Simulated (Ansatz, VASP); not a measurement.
# Ti (Ti(0001), 6 layers): VASP beside Ansatz

Aim: how closely do two programs agree when they are given the same cell, functional and k mesh? Of the first pair: The structure shown is the start of the Ansatz relaxation below; VASP solves that cell, so the two are compared at the walk's first step.

Main program and level: Ansatz 0.2.0; plane waves, with VASP 6.6.1 beside it; single point at PBE.

### Step 1. Set-up

The cell holds 6 atoms: 6 Ti. Its edges and angles: a = 2.950 Å, b = 2.950 Å, c = 27.712 Å, α = 90.0°, β = 90.0°, γ = 60.0°. Vacuum lies along c.

### Step 2. Ansatz: relaxation, PBE

Ansatz runs on its default PAW (the set named soft_2) files.

The two programs are compared at the cell with which this relaxation starts, whose forces are those of its first step.

input.yaml

```yaml
crystal:
  lattice:
    - [2.95, 0.0, 0.0]
    - [1.475, 2.5547749412, 0.0]
    - [0.0, 0.0, 27.7115]
  atoms:
    - { symbol: Ti, position: [0.6666666667, 0.6666666667, 0.2886888115] }
    - { symbol: Ti, position: [0.0, 0.0, 0.3732132869] }
    - { symbol: Ti, position: [0.6666666667, 0.6666666667, 0.4577377623] }
    - { symbol: Ti, position: [0.0, 0.0, 0.5422622377] }
    - { symbol: Ti, position: [0.6666666667, 0.6666666667, 0.6267867131] }
    - { symbol: Ti, position: [0.0, 0.0, 0.7113111885] }
kpoints:
  mp_grid: { grid: [12, 12, 1] }
hamiltonian:
  xc: pbe
scf:
  occupations: { method: fermi_dirac, width: 0.1 }
  convergence: { dr2_threshold: 1.0e-08 }
efield:
  axis: 3
  dipole_correction: true
  ramp_position: 0.97
  ramp_width: 0.04
relax:
  f_tol: 0.01
  constraints: [{ sites: [2, 3] }]
output:
  write_potential: true
  write_density: true
  volumetric_format: npy
```

On the command line:

```
$ ansatz run input.yaml --threads 2 --pin off --max-ram 4096MiB --backend cpu --events-out ev --progress --plain --runs-dir out
```

Numbers of over 12 decimals in the logs are rounded to 6 here.

The program printed:

```text
Engine: ansatz 0.2.0, x86_64-unknown-linux-gnu
Pseudopotentials: kind: paw
Pseudopotential: Ti, paw, valence charge 12, recommended cutoff 420 eV (normal), Ti.paw.azcp
Functional definition: PBE
  parameter kappa = 0.804
  parameter beta = 0.066725
  exchange = pbe_x(kappa = kappa, mu = beta*pi^2/3)
  correlation = pbe_c(beta = beta)
Crystal: 6 atoms, lattice volume = 208.850 Å³
Basis set: ecut = 420 eV, 4017 PW (Γ), exchange–correlation on 40×40×384 points (8 copies of the dense FFT grid, shifted against one another)
Bands: 44, of which v1, the nominal top of the filled ones, is band 36 counted from 1 (35 counted from 0)
Symmetry: 6 space group operations
k-points: 19 of 144 (time reversal used)
Non-local potential: Ti, projectors of the file, l = 0: 3, l = 1: 2, l = 2: 3, l = 3: 1
PAW form: soft (Blöchl's): semilocal exchange-correlation on the pseudo side does not see the compensation charge
PAW one-centre angular grid: Ti, 590 points (default); XC on 64 Gauss nodes
Initial density: superposition of atomic densities (neutral atoms: chi_scale 0, normalization atom), corrected by the library's trained network
Initial wavefunctions: pseudopotential atomic-orbital guess
Functional: x = pbe(κ = 0.804, μ = 0.219515), c = pbe(β = 0.066725)
SCF iter   1: F=—  HF=-14996.228904 eV  |F-HF|=—  |Δ(HF+E_count)|=         —  Δρ=1.06e-2  dr2=4.14e0  ethr=1.77e-3  p=-0.002 e·Å  D=-1.33e-3 V/Å  ΔV_dip=0.04 eV  dr2_dipole=4.45e-2  V_vac-E_F(+/−)=4.15/4.11 eV  ⟨swp⟩=8.8  Hψ=3844  notcnv=0
efield: sawtooth ramp at fractional position 0.9700 (set: `efield.ramp_position`, or a place that a band, a saddle search or an elastic batch's reference lends), width 0.0400; the density the first Hamiltonian is built on has a dipole p = -0.002 e·Å; the dipole correction subtracts the counter field D = -1.33e-3 V/Å, which shifts the + side's vacuum level by +0.04 eV against the − side's; the planar-averaged density in the ramp window peaks in size at 1.1e-4 e/Å³
preconditioner: auto → LDOS  [metal: Δε(μ)=0.027 eV  Ē_g=2.204 eV  σ=0.100 eV  W_gap=0.07  n_scr=20 (ndim 8)  ℏωp=12.6 eV  f_vac=0.436  D(μ)=11.13/eV (n_scr^D=128)  β→1.0]
SCF iter   2: F=—  HF=-14996.188304 eV  |F-HF|=—  |Δ(HF+E_count)|=   4.06e-2  Δρ=2.19e-3  dr2=1.08e-2  ethr=1.77e-3  p=-0.000 e·Å  D=-1.34e-4 V/Å  ΔV_dip=0.00 eV  dr2_dipole=1.52e-4  V_vac-E_F(+/−)=4.36/4.36 eV  ⟨swp⟩=1.1  Hψ=992  notcnv=0
SCF iter   3: F=—  HF=-14996.188619 eV  |F-HF|=—  |Δ(HF+E_count)|=   3.15e-4  Δρ=9.75e-4  dr2=4.53e-3  ethr=1.49e-5  p=-0.000 e·Å  D=-6.31e-5 V/Å  ΔV_dip=0.00 eV  dr2_dipole=6.56e-6  V_vac-E_F(+/−)=4.38/4.37 eV  ⟨swp⟩=3.6  Hψ=2056  notcnv=0
SCF iter   4: F=—  HF=-14996.188211 eV  |F-HF|=—  |Δ(HF+E_count)|=   4.08e-4  Δρ=2.34e-4  dr2=2.44e-4  ethr=6.30e-6  p=-0.000 e·Å  D=-5.39e-5 V/Å  ΔV_dip=0.00 eV  dr2_dipole=7.97e-7  V_vac-E_F(+/−)=4.39/4.39 eV  ⟨swp⟩=2.8  Hψ=1371  notcnv=0
SCF iter   5: F=—  HF=-14996.188224 eV  |F-HF|=—  |Δ(HF+E_count)|=   1.29e-5  Δρ=1.11e-4  dr2=4.45e-5  ethr=3.39e-7  p=-0.000 e·Å  D=-2.49e-5 V/Å  ΔV_dip=0.00 eV  dr2_dipole=4.42e-7  V_vac-E_F(+/−)=4.40/4.40 eV  ⟨swp⟩=3.6  Hψ=1589  notcnv=0
SCF iter   6: F=—  HF=-14996.188242 eV  |F-HF|=—  |Δ(HF+E_count)|=   1.83e-5  Δρ=3.92e-5  dr2=7.16e-6  ethr=6.18e-8  p=-0.000 e·Å  D=-1.13e-5 V/Å  ΔV_dip=0.00 eV  dr2_dipole=8.25e-9  V_vac-E_F(+/−)=4.40/4.40 eV  ⟨swp⟩=2.5  Hψ=1414  notcnv=0
SCF iter   7: F=—  HF=-14996.188365 eV  |F-HF|=—  |Δ(HF+E_count)|=   1.23e-4  Δρ=1.22e-5  dr2=5.64e-7  ethr=9.94e-9  p=-0.000 e·Å  D=-2.19e-6 V/Å  ΔV_dip=0.00 eV  dr2_dipole=1.50e-10  V_vac-E_F(+/−)=4.41/4.41 eV  ⟨swp⟩=2.2  Hψ=1097  notcnv=0
SCF iter   8: F=—  HF=-14996.188365 eV  |F-HF|=—  |Δ(HF+E_count)|=   2.22e-7  Δρ=4.79e-6  dr2=1.24e-7  ethr=7.84e-10  p=0.000 e·Å  D=1.16e-6 V/Å  ΔV_dip=-0.00 eV  dr2_dipole=1.72e-9  V_vac-E_F(+/−)=4.41/4.41 eV  ⟨swp⟩=3.3  Hψ=1678  notcnv=0
SCF iter   9: F=-14996.188365 eV  HF=-14996.188365 eV  |F-HF|=7.84e-10  |Δ(HF+E_count)|=   3.12e-8  Δρ=1.53e-6  dr2=5.89e-9  ethr=1.39e-11  p=0.000 e·Å  D=1.64e-6 V/Å  ΔV_dip=-0.00 eV  dr2_dipole=6.98e-10  V_vac-E_F(+/−)=4.41/4.41 eV  ⟨swp⟩=8.8  Hψ=6395  notcnv=0
SCF 1 converged in 9 iterations: F = -14996.188365 eV  dr2 = 5.89e-9
  greatest PAW one-centre occupation: 0.999 electrons in one spin orbital (limit 2), on the Ti atom at site 3 (counted from 0), in its partial waves of l = 0
relax step   1: F+E_penalty+E_count = -14996.18836503 eV  Δ(F+E_penalty+E_count) = +0.000e0 eV  max|allowed force component| = 5.399e-1 eV/Å  Δτ_max = 0.0000 Å  (9 SCF iters, accepted)
[...]
relax step   4: F+E_penalty+E_count = -14996.29502900 eV  Δ(F+E_penalty+E_count) = -2.647e-4 eV  max|allowed force component| = 1.031e-2 eV/Å  Δτ_max = 0.0154 Å  (9 SCF iters, accepted)
[...]
relax step   5: F+E_penalty+E_count = -14996.29506610 eV  Δ(F+E_penalty+E_count) = -3.710e-5 eV  max|allowed force component| = 3.588e-4 eV/Å  Δτ_max = 0.0036 Å  (7 SCF iters, accepted)
NSCF: frozen V_eff on 19 k-points
the band table was solved once a step of the walk had ended and its energy, with any forces and stress, was formed, with the checks that follow a solve (3777 applications of the Hamiltonian). They found nothing against the state; the energy, forces and stress were not computed again (output.eigenvalues in the input reference)
WARN: The output density's exchange-correlation potential varies sharply where the density is thin. Do not read a vacuum level from v_tot or v_xc, or from such a field of the output density. On a cell that repeats whose density bears no net charge and no dipole along the vacuum's axis use v_es (v_loc + v_h of the components); under efield.dipole_correction with no amplitude use v_es + v_field, which holds any externa [...]
SCF converged after 7 iterations
Free energy (F): -14996.295066 eV
Harris-Foulkes:  -14996.295066 eV  (|F-HF|=4.11e-9)
Internal energy: -14995.984951 eV  (E = F + TS)
E sigma→0 (E₀):  -14996.140009 eV
Entropy (-TS):   -0.310115 eV (-51.686 meV/atom)
Fermi energy:    4.603765 eV
Dipole field:    D = 0.000008 V/Å  (p = 0.000009 e·Å, saw-weighted, corrected)
Work function:   Φ+ = 4.3720 eV   Φ− = 4.3722 eV
Levels:          The Fermi level and band energies are counted from a zero that moves with the ramp; work functions are not
--- Per-component energies (eV) ---
  E_band       = -1574.285493
  E_kinetic    = 1631.920181
  E_local      = -78238.120054  (includes V_loc(G=0)·N_el)
  E_nonlocal   = 50.510271
  E_hartree    = 38368.066616
  E_xc         = -582.375982
  E_vxc        = -728.322825  (∫ρ·V_xc dr)
  E_paw        = -6286.154214  (= ΣΔE_a)
  E_vpaw       = -1026.384146  (= ΣTr[D̂ρ^β])
  E_aug_tail   = 0.000722  (compensation charges beyond the density's cutoff)
  E_efield     = 0.000000  (sawtooth field / dipole correction)
  E_vefield    = -0.000150  (∫n·V_field dr)
  E_ewald      = 30060.167509
  E_smearing   = -0.310115  (= −TS)
  E_closure    = -0.000000  (closes the sum)
  Σ components = -14996.295066   (vs F -14996.295066, Δ=0.00e0)
--- Forces (eV/Å), atoms counted from 1 ---
  atom   1  Ti     0.00000000     0.00000000    -0.00035541
  atom   2  Ti     0.00000000    -0.00000000    -0.00020557
  atom   3  Ti    -0.00000000     0.00000000     0.14920366
  atom   4  Ti    -0.00000000    -0.00000000    -0.14920571
  atom   5  Ti    -0.00000000     0.00000000     0.00020530
  atom   6  Ti    -0.00000000    -0.00000000     0.00035884
  max |Σ_I F_I| component: 1.10e-6 eV/Å
--- Band table (eV; the first three rows and the last of 19) ---
  k-point 0: bands = [... 32 lower, 4.9288, 4.9329, 5.2265, 5.2265, 5.2359, 5.2359, 5.2590, 5.3213, ... 4 higher]
  k-point 1: bands = [... 32 lower, 4.7428, 4.8311, 4.9405, 5.1176, 5.1400, 5.3194, 5.3277, 5.3408, ... 4 higher]
  k-point 2: bands = [... 32 lower, 4.3530, 4.4495, 4.6945, 4.7600, 4.8158, 5.0587, 5.2730, 5.4062, ... 4 higher]
  k-point 18: bands = [... 32 lower, 3.4195, 3.8304, 3.8304, 4.4805, 4.4805, 4.7156, 4.7156, 4.7171, ... 4 higher]
--- Relaxed structure (5 steps of the walk, 5 accepted, 0 SCFs on fresh bases) ---
  F+E_penalty+E_count = -14996.29506610 eV   max|allowed force component| = 3.588e-4 eV/Å
  atoms:
    - { symbol: Ti, position: [0.666667, 0.666667, 0.293785] }
    - { symbol: Ti, position: [2.3650622494708284e-19, -4.7301244989416375e-19, 0.372035] }
    - { symbol: Ti, position: [0.666667, 0.666667, 0.4577377623] }
    - { symbol: Ti, position: [0.0, 0.0, 0.5422622377] }
    - { symbol: Ti, position: [0.666667, 0.666667, 0.627965] }
    - { symbol: Ti, position: [1.0229176547639074e-18, -2.045835309527817e-18, 0.706215] }
```

In the SCF lines HF is the Harris–Foulkes energy and dr2 the Hartree energy of the density residual, in eV; the loop may stop once dr2 is under the threshold and the program's other checks hold. Hψ counts applications of the Hamiltonian.

### Step 3. VASP: single point, PBE, start cell, pair 1

The same cell, functional, mesh and smearing now go to VASP, with its own data sets.

Lines of VASP's logs that name or quote its potential files are left out, and so is its time.

INCAR

```
SYSTEM = Ti
PREC = Accurate
ENCUT = 400
EDIFF = 1E-06
NELM = 120
ISMEAR = -1
SIGMA = 0.1
LREAL = .FALSE.
ALGO = Normal
GGA = PE
NBANDS = 44
LASPH = .TRUE.
LORBIT = 11
LWAVE = .FALSE.
LCHARG = .FALSE.
ISIF = 2
LDIPOL = .TRUE.
IDIPOL = 3
DIPOL = 0.5 0.5 0.5
LVHAR = .TRUE.
GGA_COMPAT = .FALSE.
NELMDL = -8
KPAR = 2
```

POSCAR

```
Ti
1.0
    2.9500000000      0.0000000000      0.0000000000
    1.4750000000      2.5547749412      0.0000000000
    0.0000000000      0.0000000000     27.7115000000
Ti
6
Direct
    0.6666667818      0.6666666091      0.2886888115
    0.0000001152      0.9999999425      0.3732132869
    0.6666667818      0.6666666091      0.4577377623
    0.0000001152      0.9999999425      0.5422622377
    0.6666667818      0.6666666091      0.6267867131
    0.0000001152      0.9999999425      0.7113111885
```

KPOINTS

```
Automatic mesh
0
Gamma
12 12 1
0 0 0
```

The projector-augmented-wave data sets are Ti_sv (PBE family, release 64).

On the command line:

```
$ mpirun -np 2 vasp_std
```

The program printed:

```text
[banner, memory and clock lines left out]
running    2 mpi-ranks, on    1 nodes
 distrk:  each k-point on    1 cores,    2 groups
 distr:  one band on    1 cores,    1 groups

 POSCAR found type information on POSCAR Ti
 POSCAR found :  1 types and       6 ions
 LDA part: xc-table for (Slater+PW92), standard interpolation
 POSCAR, INCAR and KPOINTS ok, starting setup
 FFT: planning ... GRIDC
 FFT: planning ... GRID_SOFT
 FFT: planning ... GRID
 WAVECAR not read
 entering main loop
       N       E                     dE             d eps       ncg     rms          rms(c)
DAV:   1     0.850775459078E+03    0.85078E+03   -0.35774E+04  1928   0.152E+03
DAV:   2     0.717099052162E+02   -0.77907E+03   -0.76867E+03  1740   0.512E+02
DAV:   3    -0.312207178764E+02   -0.10293E+03   -0.10071E+03  2704   0.163E+02
DAV:   4    -0.514717532662E+02   -0.20251E+02   -0.20059E+02  2428   0.588E+01
DAV:   5    -0.534300493643E+02   -0.19583E+01   -0.19534E+01  2696   0.169E+01
DAV:   6    -0.534907408816E+02   -0.60692E-01   -0.60529E-01  2596   0.344E+00
DAV:   7    -0.534930172396E+02   -0.22764E-02   -0.22643E-02  2716   0.518E-01
DAV:   8    -0.534930949949E+02   -0.77755E-04   -0.77001E-04  2384   0.920E-02    0.205E+01
DAV:   9    -0.116350058944E+03   -0.62857E+02   -0.51339E+02  2772   0.878E+01    0.536E+01
DAV:  10    -0.404285392817E+02    0.75922E+02   -0.47051E+02  2448   0.548E+01    0.106E+01
DAV:  11    -0.486841235692E+02   -0.82556E+01   -0.11419E+02  2296   0.336E+01    0.139E+01
DAV:  12    -0.457251606369E+02    0.29590E+01   -0.21462E+01  2288   0.165E+01    0.616E+00
DAV:  13    -0.457277609161E+02   -0.26003E-02   -0.22501E+00  2468   0.571E+00    0.614E+00
DAV:  14    -0.453675146250E+02    0.36025E+00   -0.11095E+00  2356   0.455E+00    0.403E+00
[...]
DAV:  26    -0.451665158209E+02   -0.18989E-04   -0.12608E-05  1576   0.230E-02    0.550E-03
DAV:  27    -0.451665410637E+02   -0.25243E-04   -0.11377E-05  1768   0.249E-02    0.491E-03
DAV:  28    -0.451665622486E+02   -0.21185E-04   -0.59641E-06  1532   0.175E-02    0.362E-03
DAV:  29    -0.451665754030E+02   -0.13154E-04   -0.15638E-06  1184   0.836E-03    0.170E-03
DAV:  30    -0.451665770423E+02   -0.16393E-05   -0.33408E-07  1072   0.303E-03    0.107E-03
DAV:  31    -0.451665795933E+02   -0.25510E-05   -0.24492E-07  1096   0.212E-03    0.652E-04
DAV:  32    -0.451665810708E+02   -0.14775E-05   -0.17924E-07  1056   0.149E-03    0.447E-04
DAV:  33    -0.451665811844E+02   -0.11361E-06   -0.94539E-08   980   0.116E-03
   1 F= -.45166581E+02 E0= -.44990678E+02  d E =-.351806E+00
```

OUTCAR, selected parts (step 3):

```text
ion  position               nearest neighbor table
   1  0.667  0.667  0.289-   2 2.90   2 2.90   2 2.90
   2  0.000  1.000  0.373-   1 2.90   3 2.90   1 2.90   3 2.90   1 2.90   3 2.90
   3  0.667  0.667  0.458-   2 2.90   4 2.90   2 2.90   4 2.90   2 2.90   4 2.90
   4  0.000  1.000  0.542-   3 2.90   5 2.90   3 2.90   5 2.90   3 2.90   5 2.90
   5  0.667  0.667  0.627-   6 2.90   4 2.90   6 2.90   4 2.90   6 2.90   4 2.90
   6  0.000  1.000  0.711-   5 2.90   5 2.90   5 2.90

  LATTYP: Found a hexagonal cell.
 ALAT       =     2.9500000000
 C/A-ratio  =     9.3937288135

 Subroutine GETGRP returns: Found 12 space group operations
 (whereof  6 operations were pure point group operations)

The static configuration has the point symmetry C_3v.
 The point group associated with its full space group is D_3d.

 Found     19 irreducible k-points:

   k-points           NKPTS =     19   k-points in BZ     NKDIM =     19   number of bands    NBANDS=     44

   dimension x,y,z NGX =    20 NGY =   20 NGZ =  192
   dimension x,y,z NGXF=    40 NGYF=   40 NGZF=  384

   ENCUT  =  400.0 eV  29.40 Ry    5.42 a.u.   4.81  4.81 45.19*2*pi/ulx,y,z

   NELECT =      72.0000    total number of electrons

 k-points in reciprocal lattice and weights: Automatic mesh
   0.00000000  0.00000000  0.00000000       0.007
   0.08333333 -0.00000000  0.00000000       0.042
   0.16666667  0.00000000  0.00000000       0.042
   0.25000000 -0.00000000  0.00000000       0.042
   0.33333333  0.00000000  0.00000000       0.042
   0.41666667  0.00000000  0.00000000       0.042
   0.50000000 -0.00000000  0.00000000       0.021
   0.16666667  0.08333333  0.00000000       0.042
   0.25000000  0.08333333  0.00000000       0.083
[...]
-0.41666667  0.25000000  0.00000000       0.083
  -0.33333333  0.33333333  0.00000000       0.014

 dipolmoment           0.000000      0.000000      0.000001 electrons x Angstroem

 average (electrostatic) potential at core
       1 -78.8834       2 -78.6965       3 -78.7010       4 -78.7010       5 -78.6965
       6 -78.8834

 E-fermi :   2.0893

 k-point     1 :       0.0000    0.0000    0.0000
  band No.  band energies     occupation
    ...
     28      -1.7081      2.00000
     29      -0.9781      2.00000
     30      -0.5998      2.00000
     31       1.9827      1.48772
     32       1.9981      1.42693
     33       2.3004      0.21616
     34       2.3782      0.10541
     35       2.6517      0.00719
     36       2.7061      0.00418
     37       2.7728      0.00215
    ...

 k-point     2 :       0.0833   -0.0000    0.0000
  band No.  band energies     occupation
    ...
     29      -0.8093      2.00000
     30      -0.4410      2.00000
     31       1.9148      1.70278
     32       1.9452      1.61716
     33       2.1783      0.58237
     34       2.2428      0.35466
     35       2.4208      0.07011
     36       2.5818      0.01442
     37       2.5853      0.01392
     38       2.6817      0.00534
    ...

 k-point     3 :       0.1667    0.0000    0.0000
  band No.  band energies     occupation
    ...
     31       1.5721      1.98872
     32       1.6672      1.97106
     33       1.8823      1.77601
     34       1.9536      1.59064
     35       2.1273      0.81212
     36       2.2547      0.32106
     37       2.2904      0.23613
     38       2.4594      0.04821
     39       2.6753      0.00569
     40       2.7567      0.00252
    ...

  Total       -3.0730564     -3.0730564     -3.3579636      0.0000000      0.0000000      0.0000000
  in kB      -23.5747132    -23.5747132    -25.7603563      0.0000000      0.0000000      0.0000000
  external PRESSURE =     -24.3032609 kB  Pullay stress =       0.0000000 kB

  energy-cutoff  :      400.00
  volume of cell :      208.85
      direct lattice vectors                 reciprocal lattice vectors
     2.950000000  0.000000000  0.000000000     0.338983051 -0.195711956  0.000000000
     1.475000000  2.554774941  0.000000000     0.000000000  0.391423911  0.000000000
     0.000000000  0.000000000 27.711500000     0.000000000  0.000000000  0.036086101

 POSITION                                       TOTAL-FORCE (eV/Angst)
 -----------------------------------------------------------------------------------
      2.95000      1.70318      8.00000         0.000000      0.000000      0.548008
      1.47500      2.55477     10.34230         0.000000      0.000000     -0.530523
      2.95000      1.70318     12.68460        -0.000000      0.000000      0.056141
      1.47500      2.55477     15.02690        -0.000000      0.000000     -0.056141
      2.95000      1.70318     17.36920         0.000000      0.000000      0.530523
      1.47500      2.55477     19.71150        -0.000000      0.000000     -0.548008
 -----------------------------------------------------------------------------------
    total drift:                               -0.002730      0.001572      0.000220

  FREE ENERGIE OF THE ION-ELECTRON SYSTEM (eV)
  ---------------------------------------------------
  free  energy   TOTEN  =       -45.1665811844 eV

  energy  without entropy=      -44.8147752649  energy(sigma->0) =      -44.99067822

 vacuum level on the upper side and lower side of the slab         6.496         6.496

 total charge
# of ion       s       p       d       tot
------------------------------------------
    1        2.245   6.062   1.874  10.181
    2        2.242   6.119   1.864  10.225
    3        2.244   6.117   1.872  10.233
    4        2.244   6.117   1.872  10.233
    5        2.242   6.119   1.864  10.225
    6        2.245   6.062   1.874  10.181
--------------------------------------------------
tot         13.460  36.597  11.221  61.277

[... 3 further parts left out ...]
```

### Step 4. Differences

Known differences besides the potentials themselves: the cutoff is 420 eV in Ansatz and 400 eV in VASP. Total energies have different zeros and are not compared.

Forces (eV/Å; atoms numbered as in POSCAR):

```
atom        Ansatz x, y, z          VASP x, y, z
 Ti1   0.000, 0.000, 0.540   0.000, 0.000, 0.548
 Ti2  0.000, 0.000, -0.531  0.000, 0.000, -0.531
 Ti3   0.000, 0.000, 0.056   0.000, 0.000, 0.056
 Ti4  0.000, 0.000, -0.056  0.000, 0.000, -0.056
 Ti5   0.000, 0.000, 0.531   0.000, 0.000, 0.531
 Ti6  0.000, 0.000, -0.540  0.000, 0.000, -0.548
```

The forces differ by 2.7 meV/Å r.m.s., which is 1.1 % of the r.m.s. force of 0.255 eV/Å (both taken over all components). With vacuum in the cell, a pressure given here is an average over mostly empty space and none of the material.

[end of part 1 of 2]

[Lines on the potential files, build, host, timing and source positions are cut from VASP's logs without a mark.]

[Logs are printed without paths, hosts, clocks, repeated set-up lines and the standing remarks that a program may print on its own settings, such as how far it seeks lower states.]

[Hosts, paths, dates, database ids (printed as entryN), source tags and the programs' standing remarks are cut or masked in the printed files.]
